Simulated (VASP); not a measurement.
# Ta2S2N in VASP: notebook

The runs below take Ta2S2N through single point, with PBE.

Program: VASP 6.6.1. These are calculated values, not measurements. Logs are shortened: lines on timing, memory, paths and dates and some standing lists are left out, and cuts for length are marked.

## 1. The cell of the first run

The cell holds a sheet with vacuum, 5 atoms: a = 4.125 Å, b = 4.125 Å, c = 30.790 Å, α = 90.00°, β = 90.00°, γ = 90.00°.

The cell was built by a generator and needn't be a form met in nature.

## 2. Single point, PBE (species swapped into a sheet of the V2S2O type)

INCAR reads:

```
PREC = Accurate
ENCUT = 520
EDIFF = 1E-6
ISMEAR = 0
SIGMA = 0.1
LREAL = F
LASPH = T
NELM = 100
ALGO = Fast
ISIF = 2
LWAVE = F
LCHARG = F
LDIPOL = T
IDIPOL = 3
DIPOL = 0.5 0.5 0.292
GGA = PE
NBANDS = 28
```

KPOINTS reads:

```
Automatic mesh
0
Gamma
  10 10 1
```

POSCAR reads:

```
Ta2S2N
1.0
    4.1247525832      0.0000000000      0.0000000000
    0.0000000000      4.1247525832      0.0000000000
    0.0000000000      0.0000000000     30.7899954400
Ta S N
2 2 1
Direct
    0.0000000000      0.5000000000      0.2923027390
    0.5000000000      0.0000000000      0.2923027390
    0.5000000000      0.5000000000      0.2399610738
    0.5000000000      0.5000000000      0.3446444041
    0.0000000000      0.0000000000      0.2923027390
```

Potentials or basis: VASP PAW PBE potentials, release 64 (Ta_pv, S, N).

Started as:

```bash
> cat potpaw_PBE.64/Ta_pv/POTCAR potpaw_PBE.64/S/POTCAR potpaw_PBE.64/N/POTCAR > POTCAR
> mpirun -np 1 vasp_std > vasp.out
```

OUTCAR:

```text
PREC = Accurate
   ENCUT = 520
   EDIFF = 1E-6
   ISMEAR = 0
   LREAL = F
   LASPH = T
   NELM = 100
   ISIF = 2
   GGA = PE

 ion  position               nearest neighbor table
   1  0.000  0.500  0.292-   5 2.06   5 2.06   4 2.62   4 2.62   3 2.62   3 2.62   2 2.92   2 2.92
                             2 2.92   2 2.92
   2  0.500  0.000  0.292-   5 2.06   5 2.06   4 2.62   4 2.62   3 2.62   3 2.62   1 2.92   1 2.92
                             1 2.92   1 2.92
   3  0.500  0.500  0.240-   1 2.62   2 2.62   2 2.62   1 2.62
   4  0.500  0.500  0.345-   1 2.62   2 2.62   2 2.62   1 2.62
   5  0.000  0.000  0.292-   1 2.06   2 2.06   1 2.06   2 2.06

  LATTYP: Found a simple tetragonal cell.
 ALAT       =     4.1247525832
 C/A-ratio  =     7.4646890496

  Lattice vectors:

 A1 = (   4.1247525832,   0.0000000000,   0.0000000000)
 A2 = (   0.0000000000,   4.1247525832,   0.0000000000)
 A3 = (   0.0000000000,   0.0000000000,  30.7899954400)

Analysis of symmetry for initial positions (statically):
=====================================================================
 Subroutine PRICEL returns:
 Original cell was already a primitive cell.

 Routine SETGRP: Setting up the symmetry group for a
 simple tetragonal supercell.

 Subroutine GETGRP returns: Found 16 space group operations
 (whereof  8 operations were pure point group operations)
 out of a pool of 16 trial point group operations.

The static configuration has the point symmetry C_4v.
 The point group associated with its full space group is D_4h.

Analysis of symmetry for dynamics (positions and initial velocities):
=====================================================================
 Subroutine PRICEL returns:
 Original cell was already a primitive cell.

 Routine SETGRP: Setting up the symmetry group for a
 simple tetragonal supercell.

 Subroutine GETGRP returns: Found 16 space group operations
 (whereof  8 operations were pure point group operations)
 out of a pool of 16 trial point group operations.

The dynamic configuration has the point symmetry C_4v.
 The point group associated with its full space group is D_4h.

 Subroutine INISYM returns: Found 16 space group operations
 (whereof  8 operations are pure point group operations),
 and found     1 'primitive' translations

----------------------------------------------------------------------------------------

                                     Primitive cell

  volume of cell :     523.8482

  direct lattice vectors                    reciprocal lattice vectors
     4.124752583  0.000000000  0.000000000     0.242438784  0.000000000  0.000000000
     0.000000000  4.124752583  0.000000000     0.000000000  0.242438784  0.000000000
     0.000000000  0.000000000 30.789995440     0.000000000  0.000000000  0.032478082

  length of vectors
     4.124752583  4.124752583 30.789995440     0.242438784  0.242438784  0.032478082

  position of ions in fractional coordinates (direct lattice)
     0.000000000  0.500000000  0.292302739
     0.500000000  0.000000000  0.292302739
     0.500000000  0.500000000  0.239961074
     0.500000000  0.500000000  0.344644404
     0.000000000  0.000000000  0.292302739

  ion indices of the primitive-cell ions
   primitive index   ion index
                 1           1
                 2           2
                 3           3
                 4           4
                 5           5

----------------------------------------------------------------------------------------

 KPOINTS: Automatic mesh

Automatic generation of k-mesh.
 Grid dimensions read from file:
 generate k-points for:   10   10    1

 Generating k-lattice:

  Cartesian coordinates                     Fractional coordinates (reciprocal lattice)
     0.024243878  0.000000000  0.000000000     0.100000000  0.000000000  0.000000000
     0.000000000  0.024243878  0.000000000     0.000000000  0.100000000  0.000000000
     0.000000000  0.000000000  0.032478082     0.000000000  0.000000000  1.000000000

  Length of vectors
     0.024243878  0.024243878  0.032478082

  Shift w.r.t. Gamma in fractional coordinates (k-lattice)
     0.000000000  0.000000000  0.000000000

 Subroutine IBZKPT returns following result:
 ===========================================

 Found     21 irreducible k-points:

 Following reciprocal coordinates:
            Coordinates               Weight
  0.000000  0.000000  0.000000      1.000000
  0.100000  0.000000  0.000000      4.000000
  0.200000  0.000000  0.000000      4.000000
  0.300000  0.000000  0.000000      4.000000
  0.400000  0.000000  0.000000      4.000000
  0.500000  0.000000  0.000000      2.000000
[... 13 lines left out ...]
  0.500000  0.400000  0.000000      4.000000
  0.500000  0.500000  0.000000      1.000000
   k-points           NKPTS =     21   k-points in BZ     NKDIM =     21   number of bands    NBANDS=     28
   number of dos      NEDOS =    301   number of ions     NIONS =      5
   total plane-waves  NPLWV = 245760
   dimension x,y,z NGX =    32 NGY =   32 NGZ =  240
   dimension x,y,z NGXF=    64 NGYF=   64 NGZF=  480
   ions per type =               2   2   1
   NGX,Y,Z   is equivalent  to a cutoff of  12.90, 12.90, 12.96 a.u.
   NGXF,Y,Z  is equivalent  to a cutoff of  25.79, 25.79, 25.92 a.u.
 SYSTEM =  unknown system
   PREC   = accura    normal or accurate (medium, high low for compatibility)
   ISTART =      0    job   : 0-new  1-cont  2-samecut
   ICHARG =      2    charge: 1-file 2-atom 10-const
   ISPIN  =      1    spin polarized calculation?
   LNONCOLLINEAR =      F non collinear calculations
   LSORBIT =      F    spin-orbit coupling
   LASPH  =      T    aspherical Exc in radial PAW
   ENCUT  =  520.0 eV  38.22 Ry    6.18 a.u.   7.67  7.67 57.25*2*pi/ulx,y,z
   NELM   =    100;   NELMIN=  2; NELMDL= -5     # of ELM steps
   EDIFF  = 0.1E-05   stopping-criterion for ELM
   LREAL  =      F    real-space projection
   EDIFFG = 0.1E-04   stopping-criterion for IOM
   NSW    =      0    number of steps for IOM
   IBRION =     -1    ionic relax: 0-MD 1-quasi-New 2-CG
   NFREE  =      0    steps in history (QN), initial steepest desc. (CG)
   ISIF   =      2    stress and relaxation
   ISYM   =      2    0-nonsym 1-usesym 2-fastsym
   POTIM  = 0.5000    time-step for ionic-motion
   TEBEG  =    0.0;   TEEND  =   0.0 temperature during run
   PSTRESS=    0.0 pullay stress
   NELECT =      39.0000    total number of electrons
   NUPDOWN=      -1.0000    fix difference up-down
   EMIN   =  10.00;   EMAX   =-10.00  energy-range for DOS
   EFERMI =   0.00;   METHOD = LEGACY
   ISMEAR =     0;   SIGMA  =   0.10  broadening in eV -4-tet -1-fermi 0-gaus
   EFERMI_NEDOS =   21; number of points for ismear=-14 and -15
   IALGO  =     68    algorithm
   IMIX   =      4    mixing-type and parameters
     AMIX     =   0.40;   BMIX     =  1.00
     AMIX_MAG =   1.60;   BMIX_MAG =  1.00
  volume/ion in A,a.u.               =     104.77       707.02
  Fermi-wavevector in a.u.,A,eV,Ry     =   0.688697  1.301448  6.453283  0.474303
  Thomas-Fermi vector in A             =   1.769570
   LORBIT       =      0    0 simple, 1 ext, 2 COOP (PROOUT), +10 PAW based schemes
   GGA     = PE    functional components
   LHFCALC =     F    Hartree Fock is set to
   AEXX    =    0.0000 exact exchange contribution
   IVDW    =     0    specifies the selected vdW correction
   LEPSILON=     F    determine dielectric tensor
   LRPA    =     F    only Hartree local field effects (RPA)
 non-spin polarized calculation
 RMM-DIIS sequential band-by-band and
 Gauss-broadening in eV      SIGMA  =   0.10
  energy-cutoff  :      520.00
  volume of cell :      523.85
 maximum number of plane-waves:     14160
 NGX is ok and might be reduce to    32
   NGX = 15   NGY = 15   NGZ =115

 dipolmoment           0.000000      0.000000     -0.000003 electrons x Angstroem

 number of electron      39.0000004 magnetization

 dipolmoment           0.000000      0.000000      0.000003 electrons x Angstroem

 Free energy of the ion-electron system (eV)
  ---------------------------------------------------
  ext. energy  EPLUGINS =         0.00000000
  ---------------------------------------------------
  free energy    TOTEN  =       -44.02756982 eV

  energy without entropy =      -44.01349745  energy(sigma->0) =      -44.02053364

 E-fermi :  -3.1124     XC(G=0):  -2.1996

 val. band max:       -3.1485622069   @ k =   0.5000   0.1000   0.0000
 cond. band min:      -3.0684888016   @ k =   0.5000   0.0000   0.0000
 fundamental gap:      0.0800734054
 Fermi energy:        -3.1123965980

 k-point     1 :       0.0000    0.0000    0.0000
  band No.  band energies     occupation
      1     -38.7560      2.00000
      2     -38.7560      2.00000
      3     -38.6725      2.00000
      4     -38.5104      2.00000
      5     -38.0911      2.00000
      6     -38.0911      2.00000
[... 20 lines left out ...]
     27       1.1855      0.00000
     28       1.8314      0.00000

 k-point     2 :       0.1000    0.0000    0.0000
  band No.  band energies     occupation
      1     -38.7461      2.00000
      2     -38.7423      2.00000
      3     -38.6683      2.00000
      4     -38.5141      2.00000
      5     -38.1096      2.00000
      6     -38.1060      2.00000
[... 20 lines left out ...]
     27       0.6697      0.00000
     28       1.4177      0.00000

 k-point     3 :       0.2000    0.0000    0.0000
  band No.  band energies     occupation
      1     -38.7171      2.00000
      2     -38.7031      2.00000
      3     -38.6561      2.00000
      4     -38.5250      2.00000
      5     -38.1612      2.00000
      6     -38.1485      2.00000
[... 523 lines left out ...]
      3     -38.5858      2.00000
      4     -38.5857      2.00000
      5     -38.1269      2.00000
      6     -37.9583      2.00000
[... 20 lines left out ...]
     27       1.3598      0.00000
     28       2.6866      0.00000

 k-point    21 :       0.5000    0.5000    0.0000
  band No.  band energies     occupation
      1     -39.0427      2.00000
      2     -38.7209      2.00000
      3     -38.5854      2.00000
      4     -38.5854      2.00000
      5     -38.1045      2.00000
      6     -37.9394      2.00000
[... 20 lines left out ...]
     27       1.0577      0.00000
     28       2.9229      0.00000

------------------------ aborting loop because EDIFF is reached ----------------------------------------

 vacuum level on the upper side and lower side of the slab       (xc-potential included)        -0.006        -0.006

  FORCE on cell =-STRESS in cart. coord.  units (eV):
  Direction    XX          YY          ZZ          XY          YZ          ZX
  --------------------------------------------------------------------------------------
  -------------------------------------------------------------------------------------
  Total        0.1345490      0.1345490      0.0020048      0.0000000      0.0000000      0.0000000
  in kB        0.4115150      0.4115150      0.0061315      0.0000000      0.0000000      0.0000000
  external PRESSURE =       0.2763871 kB  Pullay stress =       0.0000000 kB

 VOLUME and BASIS-vectors are now :
 -----------------------------------------------------------------------------
  energy-cutoff  :      520.00
  volume of cell :      523.85
      direct lattice vectors                 reciprocal lattice vectors
     4.124752583  0.000000000  0.000000000     0.242438784  0.000000000  0.000000000
     0.000000000  4.124752583  0.000000000     0.000000000  0.242438784  0.000000000
     0.000000000  0.000000000 30.789995440     0.000000000  0.000000000  0.032478082

 POSITION                                       TOTAL-FORCE (eV/Angst)
 -----------------------------------------------------------------------------------
      0.00000      2.06238      9.00000        -0.000000      0.000000      0.000000
      2.06238      0.00000      9.00000        -0.000000     -0.000000      0.000000
      2.06238      2.06238      7.38840        -0.000000      0.000000     -0.012401
      2.06238      2.06238     10.61160        -0.000000     -0.000000      0.012401
      0.00000      0.00000      9.00000         0.000000     -0.000000      0.000000
 -----------------------------------------------------------------------------------
    total drift:                                0.000000     -0.000000      0.000047

  FREE ENERGIE OF THE ION-ELECTRON SYSTEM (eV)
  ---------------------------------------------------
  free  energy   TOTEN  =       -44.0275698220 eV

  energy  without entropy=      -44.0134974513  energy(sigma->0) =      -44.02053364

 vacuum level on the upper side and lower side of the slab         1.741         1.741
```

Wall time 6.1 min (1 thread of Intel Xeon 6975P-C (Granite Rapids), shared host); peak memory 0.74 GiB.

Results:

* Free energy: -44.0276 eV
* Largest force: 0.012 eV/Å
* Band gap on the k mesh: none (metal or under the smearing width)

Forces in eV/Å, atoms in the order of the input:
```
Ta   0.000  0.000  0.000
Ta   0.000  0.000  0.000
S    0.000  0.000 -0.012
S    0.000  0.000  0.012
N    0.000  0.000  0.000
```

Levels at points of the mesh, in eV from the Fermi level:
```csv
k point,band 16,band 17,band 18,band 19,band 20,band 21,band 22,band 23,band 24,band 25
"(0.00, 0.00, 0.00)",-3.35,-2.21,-2.21,-2.12,-0.40,0.20,1.01,1.01,3.12,3.26
"(0.50, 0.00, 0.00)",-3.73,-2.88,-2.43,-0.20,0.04,0.08,0.72,2.45,2.93,3.41
"(0.50, 0.50, 0.00)",-3.60,-3.60,-3.31,-0.75,-0.75,1.65,2.61,3.41,3.74,3.74
```

## 3. Single point, PBE (species swapped into a sheet of the V2S2O type)

INCAR reads:

```
PREC = Accurate ; ENCUT = 520
EDIFF = 1E-6 ; ISMEAR = 0
SIGMA = 0.1 ; LREAL = F
LASPH = T ; NELM = 100
ALGO = Fast ; ISIF = 2
LWAVE = F ; LCHARG = F
LDIPOL = T ; IDIPOL = 3
DIPOL = 0.5 0.5 0.292 ; GGA = PE
NBANDS = 28
```

KPOINTS is that of step 2.

POSCAR reads:

```
Ta2S2N
1.0
    4.1238797903      0.0000000000      0.0000000000
    0.0000000000      4.1238797903      0.0000000000
    0.0000000000      0.0000000000     30.7899954400
Ta S N
2 2 1
Direct
    0.0000000000      0.5000000000      0.2923027390
    0.5000000000      0.0000000000      0.2923027390
    0.5000000000      0.5000000000      0.2400118109
    0.5000000000      0.5000000000      0.3445936670
    0.0000000000      0.0000000000      0.2923027390
```

Potentials or basis: VASP PAW PBE potentials, release 64 (Ta_pv, S, N).

Started as:

```bash
> cat potpaw_PBE.64/Ta_pv/POTCAR potpaw_PBE.64/S/POTCAR potpaw_PBE.64/N/POTCAR > POTCAR
> mpirun -np 1 vasp_std > vasp.out
```

Run time: 5.8 min. Hardware: 1 thread of Intel Xeon 6975P-C (Granite Rapids), shared host; peak memory 0.74 GiB.

It converged, with:

```yaml
Free_energy: -44.0274 eV
Largest_force: 0.034 eV/Å
Band_gap_on_the_k_mesh: none (metal or under the smearing width)
```

Forces on the atoms (eV/Å):
```
Ta   0.000  0.000  0.000
Ta   0.000  0.000  0.000
S    0.000  0.000 -0.034
S    0.000  0.000  0.034
N    0.000  0.000  0.000
```

Levels at points of the mesh, in eV from the Fermi level:
| k point | band 16 | band 17 | band 18 | band 19 | band 20 | band 21 | band 22 | band 23 | band 24 | band 25 |
| --- | --- | --- | --- | --- | --- | --- | --- | --- | --- | --- |
| (0.00, 0.00, 0.00) | -3.35 | -2.21 | -2.21 | -2.12 | -0.40 | 0.20 | 1.01 | 1.01 | 3.13 | 3.26 |
| (0.50, 0.00, 0.00) | -3.73 | -2.88 | -2.43 | -0.20 | 0.04 | 0.08 | 0.72 | 2.45 | 2.93 | 3.41 |
| (0.50, 0.50, 0.00) | -3.60 | -3.60 | -3.30 | -0.75 | -0.75 | 1.65 | 2.61 | 3.42 | 3.75 | 3.75 |

The run has no spin-orbit coupling, so splittings on Ta are missing.

## 4. Single point, PBE (species swapped into a sheet of the V2S2O type)

INCAR reads:

```
SYSTEM = Ta2S2N
PREC = Accurate
ENCUT = 520
EDIFF = 1E-6
ISMEAR = 0
SIGMA = 0.1
LREAL = .False.
LASPH = .True.
NELM = 100
ALGO = Normal
ISIF = 2
LWAVE = .False.
LCHARG = .False.
LDIPOL = .True.
IDIPOL = 3
DIPOL = 0.5 0.5 0.500
GGA = PE
NBANDS = 28
```

KPOINTS reads:

```
regular mesh
0
Gamma
  4 4 1
  0 0 0
```

POSCAR reads:

```
Ta2S2N
1.0
    4.4570630000      0.0000000000      0.0000000000
    0.0000000000      4.4570630000      0.0000000000
    0.0000000000      0.0000000000     18.0000000000
Ta S N
2 2 1
Direct
    0.0000000000      0.5000000000      0.5000000000
    0.5000000000      0.0000000000      0.5000000000
    0.5000000000      0.5000000000      0.4029167300
    0.5000000000      0.5000000000      0.5970832700
    0.0000000000      0.0000000000      0.5000000000
```

Started as:

```bash
> cat potpaw_PBE.64/Ta_pv/POTCAR potpaw_PBE.64/S/POTCAR potpaw_PBE.64/N/POTCAR > POTCAR
> mpirun -np 1 vasp_std > vasp.out
```

Wall time 97 s (1 thread of Intel Xeon 6975P-C (Granite Rapids), shared host); peak memory 0.46 GiB.

Results (log left out):

- Free energy: -42.0536 eV
- Largest force: 2.172 eV/Å
- Band gap on the k mesh: none (metal or under the smearing width)

Forces in eV/Å, atoms in the order of the input:
```
Ta   0.000  0.000  0.000
Ta   0.000  0.000  0.000
S    0.000  0.000  2.172
S    0.000  0.000 -2.172
N    0.000  0.000  0.000
```

Levels at points of the mesh, in eV from the Fermi level:
```
           k point  band 16  band 17  band 18  band 19  band 20  band 21  band 22  band 23  band 24  band 25
(0.00, 0.00, 0.00)    -2.42    -1.90    -1.90    -1.65    -0.31     0.24     0.80     0.80     2.31     2.59
(0.50, 0.00, 0.00)    -3.05    -2.34    -1.86     0.07     0.08     0.22     0.58     1.96     2.13     2.57
(0.50, 0.50, 0.00)    -2.89    -2.89    -2.73    -0.38    -0.38     1.35     1.88     2.68     2.68     2.75
```
